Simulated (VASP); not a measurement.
The input files of a VASP run:

INCAR:
```
ALGO = Normal
EDIFF = 1E-6
ENCUT = 400
GGA = PE
ISIF = 2
ISMEAR = 0
LASPH = .TRUE.
LCHARG = .FALSE.
LMAXMIX = 4
LREAL = Auto
LWAVE = .FALSE.
NELM = 100
PREC = Accurate
SIGMA = 0.01
SYSTEM = ZrO2
```

**POSCAR**
```
ZrO2
1
    7.3119460000     0.0000000000     0.0000000000
    0.0000000000     7.3119460000     0.0000000000
    0.0000000000     0.0000000000     5.3061500000
Zr O
8 16
Direct
  0.0000000000   0.0000000000   0.0000000000
  0.0000000000   0.5000000000   0.0000000000
  0.5000000000   0.0000000000   0.0000000000
  0.5000000000   0.5000000000   0.0000000000
  0.2500000000   0.2500000000   0.5000000000
  0.2500000000   0.7500000000   0.5000000000
  0.7500000000   0.2500000000   0.5000000000
  0.7500000000   0.7500000000   0.5000000000
  0.0000000000   0.2500000000   0.3017700000
  0.0000000000   0.7500000000   0.3017700000
  0.5000000000   0.2500000000   0.3017700000
  0.5000000000   0.7500000000   0.3017700000
  0.0000000000   0.2500000000   0.8017700000
  0.0000000000   0.7500000000   0.8017700000
  0.5000000000   0.2500000000   0.8017700000
  0.5000000000   0.7500000000   0.8017700000
  0.2500000000   0.0000000000   0.1982300000
  0.2500000000   0.5000000000   0.1982300000
  0.7500000000   0.0000000000   0.1982300000
  0.7500000000   0.5000000000   0.1982300000
  0.2500000000   0.0000000000   0.6982300000
  0.2500000000   0.5000000000   0.6982300000
  0.7500000000   0.0000000000   0.6982300000
  0.7500000000   0.5000000000   0.6982300000
```

**KPOINTS**
```
kpoints
0
G
1 1 1
```

POTCAR, in this order: Zr_sv O (PBE.64 set). Program: vasp_std.

Problem. Write an equivalent input for Ansatz.

Solution. One equivalent input (not run):
Ansatz 0.2 input:
```yaml
crystal:
  lattice:
    - [7.3119460, 0.0000000, 0.0000000]
    - [0.0000000, 7.3119460, 0.0000000]
    - [0.0000000, 0.0000000, 5.3061500]
  atoms:
    - { symbol: Zr, position: [0.0000000, 0.0000000, 0.0000000] }
    - { symbol: Zr, position: [0.0000000, 0.5000000, 0.0000000] }
    - { symbol: Zr, position: [0.5000000, 0.0000000, 0.0000000] }
    - { symbol: Zr, position: [0.5000000, 0.5000000, 0.0000000] }
    - { symbol: Zr, position: [0.2500000, 0.2500000, 0.5000000] }
    - { symbol: Zr, position: [0.2500000, 0.7500000, 0.5000000] }
    - { symbol: Zr, position: [0.7500000, 0.2500000, 0.5000000] }
    - { symbol: Zr, position: [0.7500000, 0.7500000, 0.5000000] }
    - { symbol: O, position: [0.0000000, 0.2500000, 0.3017700] }
    - { symbol: O, position: [0.0000000, 0.7500000, 0.3017700] }
    - { symbol: O, position: [0.5000000, 0.2500000, 0.3017700] }
    - { symbol: O, position: [0.5000000, 0.7500000, 0.3017700] }
    - { symbol: O, position: [0.0000000, 0.2500000, 0.8017700] }
    - { symbol: O, position: [0.0000000, 0.7500000, 0.8017700] }
    - { symbol: O, position: [0.5000000, 0.2500000, 0.8017700] }
    - { symbol: O, position: [0.5000000, 0.7500000, 0.8017700] }
    - { symbol: O, position: [0.2500000, 0.0000000, 0.1982300] }
    - { symbol: O, position: [0.2500000, 0.5000000, 0.1982300] }
    - { symbol: O, position: [0.7500000, 0.0000000, 0.1982300] }
    - { symbol: O, position: [0.7500000, 0.5000000, 0.1982300] }
    - { symbol: O, position: [0.2500000, 0.0000000, 0.6982300] }
    - { symbol: O, position: [0.2500000, 0.5000000, 0.6982300] }
    - { symbol: O, position: [0.7500000, 0.0000000, 0.6982300] }
    - { symbol: O, position: [0.7500000, 0.5000000, 0.6982300] }
kpoints:
  mp_grid: { grid: [1, 1, 1] }
hamiltonian:
  xc: pbe
  pseudopotentials: { kind: paw }
scf:
  occupations: { method: gaussian, width: 0.01 }
  max_iter: 100
output: { forces: true, stress: true, eigenvalues: true }
```
What does not carry over: each code has its own PAW files, so the cut-off isn't converted (ENCUT is set for VASP's; basis.ecutwfc is left out, and Ansatz then takes the one that its files recommend); Ansatz stops its SCF on the density residual and VASP on the energy change (EDIFF).

The structure comes from a computed database's ZrO2 entry; how it stands against other phases isn't given here. The cell was not relaxed at this level. The k-mesh is coarse (spacing up to 1.18 per Å, 2π included), so the numbers may not be converged in it. The run is one of a series of settings (LREAL = Auto, KPOINTS 1×1×1 Γ-centred mesh against the base run), some of them coarse on purpose.
